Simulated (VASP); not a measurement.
Input:

```xyz
1
Lattice="-2.8250 2.8250 2.8250 2.8250 -2.8250 2.8250 2.8250 2.8250 -2.8250" Properties=species:S:1:pos:R:3 pbc="T T T"
Rb     0.0000     0.0000     0.0000
```

All values below come from PBE GGA, VASP's PBE PAW potentials (set 64) (plane waves; VASP). Run with 400 eV cut-off, 7×7×7 Γ-centred mesh, first-order Methfessel-Paxton smearing of 0.10 eV, potentials Rb_sv.

Q: Predict the energy per atom (σ→0), band gap (on the k-mesh) with the smallest direct gap where there is one.

A: 
```
Property                                                     Value
------------------------  ----------------------------------------
band gap (on the k-mesh)  none (metal, semimetal or under 0.01 eV)
energy per atom (σ→0)                               -0.938 eV/atom
```

Only differences to runs with the same potentials and settings are physical.

The compound is Rb in the bcc structure. The cell was not relaxed at this level.
